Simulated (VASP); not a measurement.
Input:

```
CELL_PARAMETERS angstrom
      2.19776     1.26888     7.16391
     -2.19776     1.26888     7.16391
      0.00000    -2.53775     7.16391
ATOMIC_POSITIONS crystal
  Cd 0.00506 0.00506 0.00506
  Cd 0.49498 0.49498 0.49498
  Te 0.62396 0.62396 0.62396
  Se 0.12600 0.12600 0.12600
```

Method: LDA (Ceperley-Alder, Perdew-Zunger), VASP's LDA PAW potentials (set 64) (plane waves; VASP). Run with 400 eV cut-off, Gaussian smearing of 0.050 eV, potentials Cd Te Se.

Unless said otherwise, spin-orbit coupling is left out, though it shifts the bands of the heavy elements here.

Task: Give the energies of bands 13 to 21 at the high-symmetry points, in eV from the valence-band maximum.

Result: 
```
band      Γ      T     H2      L     S0      F
----  -----  -----  -----  -----  -----  -----
13    -4.91  -3.13  -4.64  -4.55  -4.63  -4.92
14    -1.23  -3.07  -4.50  -4.36  -4.48  -4.63
15    -1.23  -1.11  -3.03  -2.55  -3.12  -2.32
16    -0.29  -1.11  -2.65  -2.31  -2.61  -2.24
17     0.00  -0.20  -1.89  -2.05  -1.93  -1.02
18     0.00  -0.20  -1.56  -1.31  -1.58  -0.92
19     0.11   1.34   3.06   2.74   3.00   1.65
20     2.03   2.38   3.31   3.16   3.65   2.46
21     4.88   4.82   4.39   4.26   4.35   2.82
```

The gap is direct, 0.11 eV, from the valence maximum at Γ to the conduction minimum at Γ.

The structure comes from a computed database's Cd2TeSe entry (R3m); how it stands against other phases isn't given here. It was relaxed first, which changed the volume by -7 %.
